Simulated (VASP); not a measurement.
# Al3Si2F (Immm) in VASP: single point with PBE

Aim: the single point of Al3Si2F with PBE.

Everything below comes from runs of VASP 6.6.1. Logs are shortened: lines on timing, memory, paths and dates and some standing lists are left out, and cuts for length are marked.

### 1 The crystal as given

The structure is orthorhombic, space group Immm (No. 71). Conventional cell: a = 3.897 Å, b = 4.037 Å, c = 13.395 Å, α = 90.00°, β = 90.00°, γ = 90.00°. Al (site symmetry mm2) has 4 Si at 2.52 to 2.56 Å and 4 Al at 2.81 Å as nearest neighbours. Al (site symmetry mmm) is surrounded by 2 F at 1.95 Å. Around Si (site symmetry mm2) lie 6 Al at 2.52 to 2.68 Å. F (site symmetry mmm) is surrounded by 2 Al at 1.95 Å.

The cell was built by a generator and needn't be a form met in nature.

### 2 Single point, PBE

INCAR

```
SYSTEM = Al3Si2F
  PREC = Normal
  ENCUT = 520
  EDIFF = 1E-5
  ISMEAR = 0
  SIGMA = 0.15
  LREAL = Auto
  LASPH = .TRUE.
  NELM = 80
  ALGO = Fast
  ISIF = 2
  LWAVE = .FALSE.
  LCHARG = .FALSE.
  GGA = PE
```

KPOINTS

```
regular mesh
0
G
  6 6 6
  0 0 0
```

POSCAR

```
Al3Si2F
1.0
   -1.9483300000      2.0187000000      6.6975400000
    1.9483300000     -2.0187000000      6.6975400000
    3.8966600000      4.0374000000    -13.3950800000
Al Si F
6 4 2
Direct
    0.2494610000      0.7494610000      0.2500000000
    0.2494610000      0.7494610000      0.7500000000
    0.7505390000      0.2505390000      0.2500000000
    0.7505390000      0.2505390000      0.7500000000
    0.0000000000      0.5000000000      0.2500000000
    0.0000000000      0.5000000000      0.7500000000
    0.6316480000      0.6316480000      0.0000000000
    0.6316480000      0.6316480000      0.5000000000
    0.3683520000      0.3683520000      0.0000000000
    0.3683520000      0.3683520000      0.5000000000
    0.0000000000      0.0000000000      0.0000000000
    0.0000000000      0.0000000000      0.5000000000
```

Potentials or basis: VASP PAW PBE potentials, release 64 (Al, Si, F).

Command:

```bash
$ cat potpaw_PBE.64/Al/POTCAR potpaw_PBE.64/Si/POTCAR potpaw_PBE.64/F/POTCAR > POTCAR
$ mpirun -np 1 vasp_std > vasp.out
```

OUTCAR:

```text
SYSTEM = Al3Si2F
   PREC = Normal
   ENCUT = 520
   EDIFF = 1E-5
   ISMEAR = 0
   LREAL = Auto
   LASPH = .TRUE.
   NELM = 80
   ISIF = 2
   GGA = PE

 ion  position               nearest neighbor table
   1  0.249  0.749  0.250-  10 2.52   9 2.52   7 2.56   8 2.56   3 2.81   3 2.81   4 2.81   4 2.81
                             5 3.34
   2  0.249  0.749  0.750-   9 2.52  10 2.52   8 2.56   7 2.56   4 2.81   4 2.81   3 2.81   3 2.81
                             6 3.34
   3  0.751  0.251  0.250-   7 2.52   8 2.52  10 2.56   9 2.56   1 2.81   2 2.81   1 2.81   2 2.81
                             5 3.34
   4  0.751  0.251  0.750-   8 2.52   7 2.52   9 2.56  10 2.56   2 2.81   1 2.81   2 2.81   1 2.81
                             6 3.34
   5  0.000  0.500  0.250-  12 1.95  11 1.95   7 2.68  10 2.68   8 2.68   9 2.68   3 3.34   1 3.34

   6  0.000  0.500  0.750-  11 1.95  12 1.95   8 2.68   9 2.68   7 2.68  10 2.68   4 3.34   2 3.34

   7  0.632  0.632  0.000-   3 2.52   4 2.52   1 2.56   2 2.56   5 2.68   6 2.68
   8  0.632  0.632  0.500-   4 2.52   3 2.52   2 2.56   1 2.56   6 2.68   5 2.68
   9  0.368  0.368  0.000-   2 2.52   1 2.52   4 2.56   3 2.56   6 2.68   5 2.68
  10  0.368  0.368  0.500-   1 2.52   2 2.52   3 2.56   4 2.56   5 2.68   6 2.68
  11  0.000  0.000  0.000-   5 1.95   6 1.95
  12  0.000  0.000  0.500-   6 1.95   5 1.95

  LATTYP: Found a base centered monoclinic cell.
 ALAT       =     5.6111102213
 B/A-ratio  =     2.3872423588
 C/A-ratio  =     1.0000000000
 COS(beta)  =    -0.0354662628

  Lattice vectors:

 A1 = (  -1.9483300000,   2.0187000000,   6.6975400000)
 A2 = (  -1.9483300000,   2.0187000000,  -6.6975400000)
 A3 = (  -3.8966600000,  -4.0374000000,   0.0000000000)

Analysis of symmetry for initial positions (statically):
=====================================================================
 Subroutine PRICEL returns following result:

  LATTYP: Found a body centered orthorhombic cell.
 ALAT       =     3.8966600000
 B/A-ratio  =     1.0361181114
 C/A-ratio  =     3.4375798761

  Lattice vectors:

 A1 = (  -1.9483300000,   2.0187000000,   6.6975400000)
 A2 = (   1.9483300000,  -2.0187000000,   6.6975400000)
 A3 = (   1.9483300000,   2.0187000000,  -6.6975400000)

   2 primitive cells build up your supercell.

 Routine SETGRP: Setting up the symmetry group for a
 base centered monoclinic supercell.

 Subroutine GETGRP returns: Found  4 space group operations
 (whereof  4 operations were pure point group operations)
 out of a pool of  4 trial point group operations.

The static configuration has the point symmetry C_2h.

Analysis of symmetry for dynamics (positions and initial velocities):
=====================================================================
 Subroutine PRICEL returns following result:

  LATTYP: Found a body centered orthorhombic cell.
 ALAT       =     3.8966600000
 B/A-ratio  =     1.0361181114
 C/A-ratio  =     3.4375798761

  Lattice vectors:

 A1 = (  -1.9483300000,   2.0187000000,   6.6975400000)
 A2 = (   1.9483300000,  -2.0187000000,   6.6975400000)
 A3 = (   1.9483300000,   2.0187000000,  -6.6975400000)

   2 primitive cells build up your supercell.

 Routine SETGRP: Setting up the symmetry group for a
 base centered monoclinic supercell.

 Subroutine GETGRP returns: Found  4 space group operations
 (whereof  4 operations were pure point group operations)
 out of a pool of  4 trial point group operations.

The dynamic configuration has the point symmetry C_2h.

 Subroutine INISYM returns: Found  4 space group operations
 (whereof  4 operations are pure point group operations),
 and found     2 'primitive' translations

----------------------------------------------------------------------------------------

                                     Primitive cell

  volume of cell :     105.3682

[... 24 lines left out ...]

----------------------------------------------------------------------------------------

 KPOINTS: regular mesh

Automatic generation of k-mesh.
 Grid dimensions read from file:
 generate k-points for:    6    6    6

 Generating k-lattice:

  Cartesian coordinates                     Fractional coordinates (reciprocal lattice)
     0.000000000  0.041280692  0.012442379     0.166666667  0.000000000 -0.000000000
     0.042771673  0.000000000  0.012442379     0.000000000  0.166666667  0.000000000
     0.021385836  0.020640346  0.000000000    -0.000000000  0.000000000  0.166666667

  Length of vectors
     0.043115059  0.044544683  0.029721674

  Shift w.r.t. Gamma in fractional coordinates (k-lattice)
     0.000000000  0.000000000  0.000000000

 Subroutine IBZKPT returns following result:
 ===========================================

 Found     68 irreducible k-points:

 Following reciprocal coordinates:
            Coordinates               Weight
  0.000000  0.000000  0.000000      1.000000
  0.166667  0.000000 -0.000000      4.000000
  0.333333  0.000000 -0.000000      4.000000
  0.500000  0.000000 -0.000000      2.000000
  0.000000  0.166667 -0.000000      4.000000
  0.166667  0.166667 -0.000000      4.000000
[... 16 lines left out ...]
 -0.333333 -0.000000  0.166667      4.000000
 -0.166667 -0.000000  0.166667      4.000000
 [... further k-points ...]
   k-points           NKPTS =     68   k-points in BZ     NKDIM =     68   number of bands    NBANDS=     31
   number of dos      NEDOS =    301   number of ions     NIONS =     12
   total plane-waves  NPLWV = 148176
   dimension x,y,z NGX =    42 NGY =   42 NGZ =   84
   dimension x,y,z NGXF=    84 NGYF=   84 NGZF=  168
   ions per type =               6   4   2
   NGX,Y,Z   is equivalent  to a cutoff of   9.62,  9.62,  9.62 a.u.
   NGXF,Y,Z  is equivalent  to a cutoff of  19.23, 19.23, 19.23 a.u.
 SYSTEM =  Al3Si2F
   PREC   = normal    normal or accurate (medium, high low for compatibility)
   ISTART =      0    job   : 0-new  1-cont  2-samecut
   ICHARG =      2    charge: 1-file 2-atom 10-const
   ISPIN  =      1    spin polarized calculation?
   LNONCOLLINEAR =      F non collinear calculations
   LSORBIT =      F    spin-orbit coupling
   LASPH  =      T    aspherical Exc in radial PAW
   ENCUT  =  520.0 eV  38.22 Ry    6.18 a.u.  13.50 13.50 27.00*2*pi/ulx,y,z
   NELM   =     80;   NELMIN=  2; NELMDL= -5     # of ELM steps
   EDIFF  = 0.1E-04   stopping-criterion for ELM
   LREAL  =      T    real-space projection
   EDIFFG = 0.1E-03   stopping-criterion for IOM
   NSW    =      0    number of steps for IOM
   IBRION =     -1    ionic relax: 0-MD 1-quasi-New 2-CG
   NFREE  =      0    steps in history (QN), initial steepest desc. (CG)
   ISIF   =      2    stress and relaxation
   ISYM   =      2    0-nonsym 1-usesym 2-fastsym
   POTIM  = 0.5000    time-step for ionic-motion
   TEBEG  =    0.0;   TEEND  =   0.0 temperature during run
   PSTRESS=    0.0 pullay stress
   NELECT =      48.0000    total number of electrons
   NUPDOWN=      -1.0000    fix difference up-down
   EMIN   =  10.00;   EMAX   =-10.00  energy-range for DOS
   EFERMI =   0.00;   METHOD = LEGACY
   ISMEAR =     0;   SIGMA  =   0.15  broadening in eV -4-tet -1-fermi 0-gaus
   EFERMI_NEDOS =   21; number of points for ismear=-14 and -15
   IALGO  =     68    algorithm
   IMIX   =      4    mixing-type and parameters
     AMIX     =   0.40;   BMIX     =  1.00
     AMIX_MAG =   1.60;   BMIX_MAG =  1.00
  volume/ion in A,a.u.               =      17.56       118.51
  Fermi-wavevector in a.u.,A,eV,Ry     =   0.999790  1.889329 13.600107  0.999580
  Thomas-Fermi vector in A             =   2.132103
   LORBIT       =      0    0 simple, 1 ext, 2 COOP (PROOUT), +10 PAW based schemes
   GGA     = PE    functional components
   LHFCALC =     F    Hartree Fock is set to
   AEXX    =    0.0000 exact exchange contribution
   IVDW    =     0    specifies the selected vdW correction
   LEPSILON=     F    determine dielectric tensor
   LRPA    =     F    only Hartree local field effects (RPA)
 non-spin polarized calculation
 RMM-DIIS sequential band-by-band and
 Gauss-broadening in eV      SIGMA  =   0.15
  energy-cutoff  :      520.00
  volume of cell :      210.74
 maximum number of plane-waves:      5695
   NGX = 27   NGY = 27   NGZ = 53

 number of electron      47.9999997 magnetization

 Free energy of the ion-electron system (eV)
  ---------------------------------------------------
  ext. energy  EPLUGINS =         0.00000000
  ---------------------------------------------------
  free energy    TOTEN  =       -53.81680695 eV

  energy without entropy =      -53.78005725  energy(sigma->0) =      -53.79843210

 E-fermi :   5.9386     XC(G=0):  -9.5224

 val. band max:        5.9323126466   @ k =   0.5000   0.3333  -0.0000
 cond. band min:       5.9469161872   @ k =   0.3333   0.3333  -0.0000
 fundamental gap:      0.0146035406
 Fermi energy:         5.9385824370

 k-point     1 :       0.0000    0.0000    0.0000
  band No.  band energies     occupation
      1     -18.9291      2.00000
      2     -18.8664      2.00000
      3      -5.1129      2.00000
      4      -3.0502      2.00000
      5      -2.5365      2.00000
      6      -2.1001      2.00000
[... 805 lines left out ...]
     30       7.8055      0.00000
     31       8.8592      0.00000

 [... further k-points ...]

------------------------ aborting loop because EDIFF is reached ----------------------------------------

  FORCE on cell =-STRESS in cart. coord.  units (eV):
  Direction    XX          YY          ZZ          XY          YZ          ZX
  --------------------------------------------------------------------------------------
  -------------------------------------------------------------------------------------
  Total       -0.2666056     -0.1246330      0.5026579      0.0056236      0.0000000      0.0000000
  in kB       -2.0269368     -0.9475540      3.8215850      0.0427552      0.0000000      0.0000000
  external PRESSURE =       0.2823648 kB  Pullay stress =       0.0000000 kB

 VOLUME and BASIS-vectors are now :
 -----------------------------------------------------------------------------
  energy-cutoff  :      520.00
  volume of cell :      210.74
      direct lattice vectors                 reciprocal lattice vectors
    -1.948330000  2.018700000  6.697540000     0.000000000  0.247684153  0.074654276
     1.948330000 -2.018700000  6.697540000     0.256630037  0.000000000  0.074654276
     3.896660000  4.037400000-13.395080000     0.128315019  0.123842077  0.000000000

 POSITION                                       TOTAL-FORCE (eV/Angst)
 -----------------------------------------------------------------------------------
      1.94833      0.00000      3.34155        -0.000000      0.000000     -0.021521
      3.89666      2.01870     -3.35599        -0.000000     -0.000000     -0.021521
      0.00000      2.01870      3.35599         0.000000     -0.000000      0.021521
      1.94833      4.03740     -3.34155         0.000000     -0.000000      0.021521
      1.94833      0.00000      0.00000         0.000000      0.000000     -0.000000
      3.89666      2.01870     -6.69754         0.000000      0.000000     -0.000000
      0.00000      0.00000      8.46098         0.000000      0.000000     -0.023332
      1.94833      2.01870      1.76344         0.000000      0.000000     -0.023332
      0.00000      0.00000      4.93410        -0.000000     -0.000000      0.023332
      1.94833      2.01870     -1.76344        -0.000000     -0.000000      0.023332
      0.00000      0.00000      0.00000         0.000000      0.000000     -0.000000
      1.94833      2.01870     -6.69754         0.000000      0.000000     -0.000000
 -----------------------------------------------------------------------------------
    total drift:                               -0.000000      0.000000     -0.000000

  FREE ENERGIE OF THE ION-ELECTRON SYSTEM (eV)
  ---------------------------------------------------
  free  energy   TOTEN  =       -53.8168069533 eV

  energy  without entropy=      -53.7800572461  energy(sigma->0) =      -53.79843210
```

It took 5.9 min on 1 thread of Intel Xeon 6975P-C (Granite Rapids), shared host; peak memory 0.54 GiB.

What came out:

```yaml
Free_energy: -53.8168 eV
Pressure: 0.0 GPa
Largest_force: 0.023 eV/Å
Band_gap_on_the_k_mesh: none (metal or under the smearing width)
```

Forces on the atoms (eV/Å):
```
Al   0.000  0.000 -0.022
Al   0.000  0.000 -0.022
Al   0.000  0.000  0.022
Al   0.000  0.000  0.022
Al   0.000  0.000  0.000
Al   0.000  0.000  0.000
Si   0.000  0.000 -0.023
Si   0.000  0.000 -0.023
Si   0.000  0.000  0.023
Si   0.000  0.000  0.023
F    0.000  0.000  0.000
F    0.000  0.000  0.000
```

Stress tensor (GPa, compression positive):
```
-0.20  0.00  0.00
 0.00 -0.09  0.00
 0.00  0.00  0.38
```

Levels at points of the mesh, in eV from the Fermi level:
| k point | band 20 | band 21 | band 22 | band 23 | band 24 | band 25 | band 26 | band 27 | band 28 | band 29 |
| --- | --- | --- | --- | --- | --- | --- | --- | --- | --- | --- |
| (0.00, 0.00, 0.00) | -2.10 | -2.07 | -0.89 | -0.69 | 0.28 | 0.37 | 0.50 | 0.73 | 0.90 | 1.62 |
| (0.50, 0.00, 0.00) | -1.51 | -1.45 | -1.04 | -0.59 | -0.45 | 0.66 | 1.42 | 1.44 | 1.78 | 1.86 |
| (0.50, 0.50, 0.00) | -2.72 | -2.09 | -2.07 | -0.40 | -0.19 | 0.28 | 0.62 | 0.68 | 0.73 | 1.69 |
| (0.00, 0.00, 0.50) | -3.16 | -1.61 | -1.61 | 0.03 | 0.03 | 1.13 | 1.13 | 1.94 | 1.94 | 2.29 |
| (0.50, 0.00, 0.50) | -2.73 | -1.63 | -1.63 | -0.98 | -0.98 | 0.44 | 0.44 | 2.09 | 2.09 | 3.16 |
| (0.50, 0.50, 0.50) | -2.44 | -2.36 | -2.36 | -1.23 | -1.23 | -0.25 | -0.25 | 2.41 | 2.41 | 2.73 |
